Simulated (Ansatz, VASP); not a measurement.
# Cross-check of Ta10Al12O43 between VASP and Ansatz

Wanted: the spread between two codes on one cell, functional and k mesh. The structure shown is frame 28 of Ansatz's trajectory.

Program: Ansatz 0.2.0. Level of theory: plane waves, with VASP 6.6.1 beside it; single point at revPBE. Results are calculated unless marked as measured.

## Step 1: The starting structure

The cell holds 130 atoms: 24 Al, 86 O and 20 Ta. Cell: a = 11.595 Å, b = 11.595 Å, c = 11.595 Å, α = 90.0°, β = 90.0°, γ = 90.0°. 130 atoms (24 Al, 86 O, 20 Ta) packed at random and pushed apart as soft spheres at 6.01 g/cm^3; MD (Langevin at fixed volume unless said) with the MACE-MP-0b2 small potential (Batatia et al., arXiv:2401.00096), steps of 1.5 fs: 0.75 ps at 3400 K, 3400 to 2550 K in 0.45 ps, 2550 to 300 K in 4.5 ps; then atoms relaxed; then 150 steps at 300 K.

## Step 2: Ansatz: dynamics, revPBE

Ansatz runs on its default PAW (the set named soft_2) files.

One frame of this run of dynamics is then solved in both programs, so the motion causes no difference.

Input file input.yaml:

```yaml
crystal:
  lattice:
    - [11.59525, 0.0, 0.0]
    - [0.0, 11.59525, 0.0]
    - [0.0, 0.0, 11.59525]
  atoms:
    - { symbol: Al, position: [0.37805, 0.86545, 0.48679] }
    - { symbol: Al, position: [0.62058, 0.04818, 0.92706] }
    - { symbol: Al, position: [0.08416, 0.90831, 0.00864] }
    - { symbol: Al, position: [0.19421, 0.92878, 0.75485] }
    - { symbol: Al, position: [0.92693, 0.19572, 0.13805] }
    - { symbol: Al, position: [0.41635, 0.64837, 0.60712] }
    - { symbol: Al, position: [0.78278, 0.73512, 0.65057] }
    - { symbol: Al, position: [0.46317, 0.88936, 0.76707] }
    - { symbol: Al, position: [0.80819, 0.32107, 0.62562] }
    - { symbol: Al, position: [0.60174, 0.46162, 0.78248] }
    - { symbol: Al, position: [0.19172, 0.19298, 0.62534] }
    - { symbol: Al, position: [0.04408, 0.43029, 0.99036] }
    - { symbol: Al, position: [0.41302, 0.16788, 0.12552] }
    - { symbol: Al, position: [0.96432, 0.55998, 0.58834] }
    - { symbol: Al, position: [0.31231, 0.36556, 0.04664] }
    - { symbol: Al, position: [0.59353, 0.70403, 0.80598] }
    - { symbol: Al, position: [0.01619, 0.26669, 0.46756] }
    - { symbol: Al, position: [0.96047, 0.8401, 0.4947] }
    - { symbol: Al, position: [0.35266, 0.39046, 0.31249] }
    - { symbol: Al, position: [0.13879, 0.00025, 0.4889] }
    - { symbol: Al, position: [0.38055, 0.52539, 0.85016] }
    - { symbol: Al, position: [0.56829, 0.50783, 0.01847] }
    - { symbol: Al, position: [0.42332, 0.75611, 0.00065] }
    - { symbol: Al, position: [0.80198, 0.93277, 0.12698] }
    - { symbol: O, position: [0.2386, 0.53384, 0.51128] }
    - { symbol: O, position: [0.70704, 0.58167, 0.03782] }
    - { symbol: O, position: [0.73864, 0.67863, 0.51035] }
    - { symbol: O, position: [0.3233, 0.65907, 0.93057] }
    - { symbol: O, position: [0.68524, 0.17865, 0.94237] }
    - { symbol: O, position: [0.93113, 0.9178, 0.02435] }
[... 94 atom lines left out ...]
    - { symbol: Ta, position: [0.73361, 0.40216, 0.22178] }
    - { symbol: Ta, position: [0.83634, 0.87785, 0.88367] }
    - { symbol: Ta, position: [0.88648, 0.05579, 0.63876] }
    - { symbol: Ta, position: [0.27956, 0.91718, 0.2462] }
    - { symbol: Ta, position: [0.14976, 0.16149, 0.26081] }
    - { symbol: Ta, position: [0.04964, 0.45113, 0.26186] }
kpoints:
  mp_grid: { grid: [1, 1, 1] }
hamiltonian:
  xc: revpbe
scf:
  occupations: { method: gaussian, width: 0.05 }
output:
  forces: true
md:
  timestep: 1.0
  n_steps: 84
  ensemble: nvt_nose_hoover
  temperature: 600
  initial_velocities: maxwell_boltzmann
  seed: 6601
```

Command:

```sh
> ansatz run input.yaml --threads 4 --pin off --max-ram 8192MiB --backend cpu --events-out ev --progress --plain --runs-dir out
```

Numbers of over 12 decimals in the logs are rounded to 6 here.

The program printed:

```text
Warning: md: disabling space-group detection — thermal motion breaks the input geometry's symmetry, so no spatial operation reduces the k-mesh or symmetrises the density; time reversal is kept, so that k and −k are solved as one point where they differ and the mesh holds both, and exact exchange and, on two spinor components, a DFT+U term hold to it where the run has them: on two components no moment then forms, and  [...]
Engine: ansatz 0.2.0, aarch64-unknown-linux-gnu
Pseudopotentials: kind: paw
Pseudopotential: Al, paw, valence charge 3, recommended cutoff 420 eV (normal), Al.paw.azcp
Pseudopotential: O, paw, valence charge 6, recommended cutoff 420 eV (normal), O.paw.azcp
Pseudopotential: Ta, paw, valence charge 13, recommended cutoff 420 eV (normal), Ta.paw.azcp
Functional definition: revPBE
  parameter kappa = 1.245
  parameter beta = 0.066725
  exchange = pbe_x(kappa = kappa, mu = beta*pi^2/3)
  correlation = pbe_c(beta = beta)
Crystal: 130 atoms, lattice volume = 1558.979 Å³
Basis set: ecut = 420 eV, 30551 PW (Γ), exchange–correlation on 160×160×160 points (8 copies of the dense FFT grid, shifted against one another)
Bands: 554, of which v1, the nominal top of the filled ones, is band 424 counted from 1 (423 counted from 0)
Symmetry: 1 space group operations
k-points: 1
Non-local potential: Al, projectors of the file, l = 0: 2, l = 1: 2, l = 2: 1
Non-local potential: O, projectors of the file, l = 0: 2, l = 1: 2, l = 2: 1
Non-local potential: Ta, projectors of the file, l = 0: 3, l = 1: 2, l = 2: 2, l = 3: 1
PAW form: soft (Blöchl's): semilocal exchange-correlation on the pseudo side does not see the compensation charge
PAW frozen core: Al, regenerated for the run's functional, and the local potential with it (the file was generated under x = pbe(κ = 0.804, μ = 0.219515), c = pbe(β = 0.066725))
PAW frozen core: O, regenerated for the run's functional, and the local potential with it (the file was generated under x = pbe(κ = 0.804, μ = 0.219515), c = pbe(β = 0.066725))
PAW frozen core: Ta, regenerated for the run's functional, and the local potential with it (the file was generated under x = pbe(κ = 0.804, μ = 0.219515), c = pbe(β = 0.066725))
PAW one-centre angular grid: Al, 110 points (default); XC on 64 Gauss nodes
PAW one-centre angular grid: O, 110 points (default); XC on 64 Gauss nodes
PAW one-centre angular grid: Ta, 590 points (default); XC on 64 Gauss nodes
Initial density: superposition of atomic densities (neutral atoms: chi_scale 0, normalization atom), corrected by the library's trained network
Initial wavefunctions: pseudopotential atomic-orbital guess
Functional: x = revpbe(κ = 1.245, μ = 0.219515), c = pbe(β = 0.066725)
SCF iter   1: F=—  HF=-260819.768462 eV  |F-HF|=—  |Δ(HF+E_count)|=         —  Δρ=6.37e-3  dr2=6.45e-1  ethr=1.77e-3  ⟨swp⟩=6.0  Hψ=2169  notcnv=0  defer=79
preconditioner: auto → Resta (q_TF=auto, 2.465 Å⁻¹)  ε∞=4.8  [insulator: Δε(μ)=2.604 eV  Ē_g=12.694 eV  σ=0.050 eV  W_gap=1.00  n_scr=388 (ndim 8)  ℏωp=24.7 eV  f_vac=0.073  D(μ)=0.00/eV (n_scr^D=0)  ε∞_Penn≈4.8]
SCF iter   2: F=—  HF=-260819.691304 eV  |F-HF|=—  |Δ(HF+E_count)|=   7.72e-2  Δρ=3.24e-3  dr2=1.17e-1  ethr=7.61e-5  ⟨swp⟩=2.0  Hψ=903  notcnv=0  defer=126
SCF iter   3: F=—  HF=-260819.691734 eV  |F-HF|=—  |Δ(HF+E_count)|=   4.30e-4  Δρ=1.53e-3  dr2=4.06e-2  ethr=1.38e-5  ⟨swp⟩=2.0  Hψ=689  notcnv=0  defer=126
SCF iter   4: F=—  HF=-260819.695936 eV  |F-HF|=—  |Δ(HF+E_count)|=   4.20e-3  Δρ=5.82e-4  dr2=6.04e-3  ethr=4.79e-6  ⟨swp⟩=2.0  Hψ=690  notcnv=0  defer=126
SCF iter   5: F=—  HF=-260819.696540 eV  |F-HF|=—  |Δ(HF+E_count)|=   6.04e-4  Δρ=2.89e-4  dr2=1.51e-3  ethr=7.13e-7  ⟨swp⟩=2.0  Hψ=702  notcnv=0  defer=126
SCF iter   6: F=—  HF=-260819.697247 eV  |F-HF|=—  |Δ(HF+E_count)|=   7.07e-4  Δρ=1.30e-4  dr2=3.16e-4  ethr=1.78e-7  ⟨swp⟩=2.0  Hψ=689  notcnv=0  defer=126
SCF iter   7: F=—  HF=-260819.697465 eV  |F-HF|=—  |Δ(HF+E_count)|=   2.18e-4  Δρ=6.33e-5  dr2=7.81e-5  ethr=3.73e-8  ⟨swp⟩=2.0  Hψ=766  notcnv=0  defer=126
SCF iter   8: F=—  HF=-260819.697211 eV  |F-HF|=—  |Δ(HF+E_count)|=   2.54e-4  Δρ=2.31e-5  dr2=9.96e-6  ethr=9.21e-9  ⟨swp⟩=2.0  Hψ=949  notcnv=0  defer=126
SCF iter   9: F=—  HF=-260819.697223 eV  |F-HF|=—  |Δ(HF+E_count)|=   1.26e-5  Δρ=1.60e-5  dr2=3.89e-6  ethr=1.17e-9  ⟨swp⟩=2.0  Hψ=771  notcnv=0  defer=126
SCF iter  10: F=—  HF=-260819.697225 eV  |F-HF|=—  |Δ(HF+E_count)|=   1.59e-6  Δρ=4.50e-6  dr2=3.31e-7  ethr=4.58e-10  ⟨swp⟩=2.0  Hψ=760  notcnv=0  defer=126
[...]
SCF iter   6: F=—  HF=-260816.841674 eV  |F-HF|=—  |Δ(HF+E_count)|=   9.44e-4  Δρ=1.77e-5  dr2=5.11e-6  ethr=5.60e-9  ⟨swp⟩=2.0  Hψ=944  notcnv=0
SCF iter   7: F=—  HF=-260816.841677 eV  |F-HF|=—  |Δ(HF+E_count)|=   2.86e-6  Δρ=1.00e-5  dr2=1.62e-6  ethr=6.03e-10  ⟨swp⟩=2.0  Hψ=826  notcnv=0
SCF iter   8: F=—  HF=-260816.841677 eV  |F-HF|=—  |Δ(HF+E_count)|=   4.32e-7  Δρ=4.11e-6  dr2=2.92e-7  ethr=1.91e-10  ⟨swp⟩=2.0  Hψ=864  notcnv=0
SCF iter   9: F=-260816.841678 eV  HF=-260816.841678 eV  |F-HF|=3.40e-8  |Δ(HF+E_count)|=   1.52e-7  Δρ=1.55e-6  dr2=4.29e-8  ethr=1.18e-11  ⟨swp⟩=4.0  Hψ=1615  notcnv=0
SCF 85 converged in 9 iterations: F = -260816.841678 eV  dr2 = 4.29e-8
md step    84: t =    84.00 fs  T =   492.2 K  F+E_penalty+E_count = -260816.84167763 eV  E_kin = 8.206877 eV  conserved = -260809.68857209 eV  (9 SCF iters)
SCF converged after 9 iterations
Free energy (F): -260816.841678 eV
Harris-Foulkes:  -260816.841678 eV  (|F-HF|=3.40e-8)
Internal energy: -260816.841678 eV  (E = F + TS)
E sigma→0 (E₀):  -260816.841678 eV
Fermi energy:    8.623781 eV
--- Per-component energies (eV) ---
  E_band       = -5350.402591
  E_kinetic    = 23055.076850
  E_local      = -58151.636702  (includes V_loc(G=0)·N_el)
  E_nonlocal   = 4571.224500
  E_hartree    = 21734.853070
  E_xc         = -11716.526505
  E_vxc        = -12900.584450  (∫ρ·V_xc dr)
  E_paw        = -193074.679259  (= ΣΔE_a)
  E_vpaw       = -5394.404407  (= ΣTr[D̂ρ^β])
  E_aug_tail   = 0.215219  (compensation charges beyond the density's cutoff)
  E_ewald      = -47233.308036
  E_core_change = -2.060815  (= ΣΔE_core)
  E_smearing   = -0.000000  (= −TS)
  E_closure    = 0.000000  (closes the sum)
  Σ components = -260816.841678   (vs F -260816.841678, Δ=0.00e0)
--- Forces (eV/Å), atoms counted from 1 ---
  atom   1  Al    -0.51417748    -1.17710064     1.37484835
  atom   2  Al    -1.02342558    -0.16596171    -0.05010401
  atom   3  Al    -0.09461962     0.48688096     0.76497778
  atom   4  Al    -0.11029648     0.52328313    -1.18283865
  atom   5  Al    -1.07907661    -0.22253266    -0.29973857
  atom   6  Al     0.12381292     0.22010991     1.51077561
  atom   7  Al     0.31428033     0.12794865    -1.07823023
  atom   8  Al     0.55665878     1.35326550     1.25888239
  atom   9  Al     0.14461721    -0.09932323     1.18615109
  atom  10  Al     1.01658190     0.52487810     1.88252960
  atom  11  Al    -0.11735096    -0.83815534     0.85712313
  atom  12  Al     0.66977372     1.38979988    -0.98104442
  atom  13  Al     1.05694690     0.49832226    -0.83820208
  atom  14  Al    -0.29650866     0.51129382     2.00192773
  atom  15  Al     0.21100992    -2.18126547     0.00320482
  atom  16  Al    -1.39427837    -0.68520608     0.48310535
  atom  17  Al     0.55506107    -0.87226900     1.17956388
  atom  18  Al    -0.16116447    -1.57848327     1.66605465
  atom  19  Al     0.73355601     1.11272251     0.26715763
  atom  20  Al    -0.77161989     0.32178355     1.14583563
  atom  21  Al     0.48487950     0.33899664     0.42150552
  atom  22  Al    -0.05206256     0.72127872     0.38047166
  atom  23  Al     0.05355777     0.51342376    -0.65202864
  atom  24  Al    -1.58832299    -2.01270150    -0.39113688
[...]
atom 123  Ta     0.32230709    -1.05245062     1.18297421
  atom 124  Ta     0.12993096     0.79918207     1.44300105
  atom 125  Ta    -1.78061960     1.44685281    -0.42147903
  atom 126  Ta    -1.58616726    -0.96582203     0.89905484
  atom 127  Ta    -2.71278192     0.29925831     2.25102290
  atom 128  Ta     1.58791050     0.48545554    -1.28958254
  atom 129  Ta     3.11817985    -1.53455602    -0.45491052
  atom 130  Ta     0.73132549    -0.30988898    -1.71065986
  max |Σ_I F_I| component: 6.00e-5 eV/Å
--- MD trajectory: 84 steps, t = 0.0 → 84.0 fs ---
  final state: T = 492.2 K   F+E_penalty+E_count = -260816.84167763 eV   E_kin = 8.206877 eV
  conserved energy: peak-to-peak 7.682e-3 eV (5.909e-5 eV/atom) over 84.0 fs
```

## Step 3: VASP: single point, revPBE

The same cell, functional, mesh and smearing now go to VASP, with its own data sets.

Lines of VASP's logs that name or quote its potential files are left out, and so is its time.

Input file INCAR:

```
SYSTEM = Ta10Al12O43
PREC = Accurate
ENCUT = 520
EDIFF = 1E-06
NELM = 120
ISMEAR = 0
SIGMA = 0.05
LREAL = Auto
ALGO = Normal
GGA = RE
NBANDS = 496
LASPH = .TRUE.
LORBIT = 11
LWAVE = .FALSE.
LCHARG = .FALSE.
ISIF = 2
GGA_COMPAT = .FALSE.
EFERMI = MIDGAP
NCORE = 4
```

Input file POSCAR:

```
Ta10Al12O43
1.0
   11.5952500000      0.0000000000      0.0000000000
    0.0000000000     11.5952500000      0.0000000000
    0.0000000000      0.0000000000     11.5952500000
Al O Ta
24 86 20
Direct
    0.3810612104      0.8729005412      0.4831461159
    0.6105862314      0.0471744896      0.9187382764
    0.0769453009      0.9056035877      0.0055195015
    0.2071796641      0.9355727561      0.7583795089
    0.9271123952      0.1981414803      0.1481813674
    0.4081326405      0.6454625817      0.6064897264
    0.7773700438      0.7424936935      0.6511890645
    0.4803173713      0.8809296910      0.7641922339
    0.8079342834      0.3207089110      0.6221771846
    0.6078782260      0.4742286712      0.7912981609
    0.1958733102      0.1985640672      0.6224186628
    0.0441905090      0.4271404239      0.9906729049
    0.4054936289      0.1636187232      0.1265604450
    0.9561501477      0.5651107134      0.5943295746
    0.3149306828      0.3644854574      0.0416463638
    0.6000474332      0.7012871650      0.8029236110
    0.0252172226      0.2674974666      0.4676311421
    0.9482848580      0.8508225351      0.4812487872
    0.3524805416      0.3993359350      0.3114637459
    0.1501821867      0.0020784373      0.4712015696
    0.3699704620      0.5204286238      0.8445441021
    0.5559172937      0.5142968026      0.0324184472
    0.4229318040      0.7583622604      0.0176882775
    0.7949634549      0.9255945322      0.1165391001
    0.2434445139      0.5363058149      0.5157025506
    0.7137922856      0.5735020806      0.0580151355
    0.7368017076      0.6848321511      0.5082512236
    0.3187512128      0.6612104094      0.9406869192
    0.6897738298      0.1746835989      0.9329337444
    0.9268364201      0.9277678360      0.0238114745
[... 94 atom lines left out ...]
    0.7248571613      0.4018110864      0.2247644510
    0.8447424592      0.8819301007      0.8817058709
    0.8907785516      0.0497358832      0.6383734719
    0.2721631703      0.9117957784      0.2474547767
    0.1443263405      0.1609710873      0.2573208857
    0.0452685367      0.4533753045      0.2655311442
```

Input file KPOINTS:

```
Automatic mesh
0
Gamma
1 1 1
0 0 0
```

PAW data sets: Al, O and Ta_pv (PBE family, release 64).

Command:

```sh
> mpirun -np 16 vasp_gam
```

The program printed:

```text
[banner, memory and clock lines left out]
running   16 mpi-ranks, on    1 nodes
[...]
|                                                                             |
|               ----> ADVICE to this user running VASP <----                  |
|                                                                             |
|     You enforced a specific xc type in the INCAR file but a different       |
|     [... a line on the potential file left out ...]
|     I HOPE YOU KNOW WHAT YOU ARE DOING!                                     |
|                                                                             |

 LDA part: xc-table for (Slater+PW92), standard interpolation
 POSCAR, INCAR and KPOINTS ok, starting setup
[...]
entering main loop
       N       E                     dE             d eps       ncg     rms          rms(c)
DAV:   1     0.904414340982E+04    0.90441E+04   -0.50010E+05  1000   0.169E+03
DAV:   2    -0.337303660287E+03   -0.93814E+04   -0.89980E+04  1184   0.472E+02
DAV:   3    -0.125341654305E+04   -0.91611E+03   -0.90805E+03  1128   0.151E+02
DAV:   4    -0.127672126543E+04   -0.23305E+02   -0.23166E+02  1168   0.252E+01
[...]
DAV:  17    -0.105948332810E+04   -0.19451E-04   -0.41105E-05  1120   0.133E-02    0.806E-03
DAV:  18    -0.105948333201E+04   -0.39095E-05   -0.93112E-06  1056   0.610E-03    0.431E-03
DAV:  19    -0.105948333260E+04   -0.59151E-06   -0.21826E-06   736   0.314E-03
   1 F= -.10594833E+04 E0= -.10594833E+04  d E =0.000000E+00
```

From OUTCAR (step 3):

```text
  FREE ENERGIE OF THE ION-ELECTRON SYSTEM (eV)
  ---------------------------------------------------
  free  energy   TOTEN  =     -1059.4833326032 eV

  energy  without entropy=    -1059.4833326032  energy(sigma->0) =    -1059.48333260

[... 2 further parts left out ...]
[key lines of the parts left out:]
E-fermi :   4.3596
```

The run ends at a pressure of 5.92 GPa, with forces up to 3.4 eV/Å.

## Step 4: Comparison

Known differences besides the potentials themselves: the data sets hold 848 valence electrons in Ansatz (on its default PAW (the set named soft_2) files) and 808 in VASP; the cutoff is 420 eV in Ansatz and 520 eV in VASP (PREC = Accurate, projectors in real space); Ansatz makes its cores anew for this functional, VASP keeps those of its PBE data sets. Total energies have different zeros and are not compared.

Forces on 10 of the 130 atoms, those with the largest forces and the largest differences (eV/Å; atoms numbered as in POSCAR):

```csv
atom,"Ansatz x, y, z","VASP x, y, z"
O38,"0.148, 2.009, 0.561","0.188, 2.296, 0.643"
O71,"0.337, -0.695, 0.649","0.537, -0.491, 0.454"
O75,"-1.405, -1.147, 2.798","-1.446, -1.063, 2.848"
O81,"-0.281, 1.949, -1.803","-0.282, 2.035, -1.913"
O87,"0.542, 2.155, 0.941","0.520, 2.282, 1.094"
O98,"2.057, -0.402, 1.587","1.912, -0.369, 1.502"
O110,"0.060, -2.016, 1.445","0.089, -2.116, 1.445"
Ta116,"0.076, 0.286, -0.134","-0.086, 0.080, 0.037"
Ta122,"1.664, -2.478, -0.733","1.731, -2.584, -0.740"
Ta127,"-0.439, 2.895, -1.466","-0.435, 2.939, -1.499"
```

The forces differ by 71 meV/Å r.m.s., which is 7.9 % of the r.m.s. force of 0.906 eV/Å (both taken over all components).

## Step 5: Results

```
r.m.s. force difference (single point, revPBE) : 7.9 % of the r.m.s. force
```

**Reading.** The r.m.s. force difference is 7.9 % of the r.m.s. force (single point, revPBE), beyond the 3 % picked in this series as the mark of a large difference. The data sets hold unlike numbers of valence electrons (848 in Ansatz and 808 in VASP), so part of the differences comes from the potentials. What causes the difference of the single point, revPBE pair stays open here. 2 further runs of this series are not shown here. How closely two codes agree says nothing of how well the functional describes the real material.

[Lines on the potential files, build, host, timing and source positions are cut from VASP's logs without a mark.]

[Logs are printed without paths, hosts, clocks, repeated set-up lines and the standing remarks that a program may print on its own settings, such as how far it seeks lower states.]

[Hosts, paths, dates, database ids (printed as entryN), source tags and the programs' standing remarks are cut or masked in the printed files.]
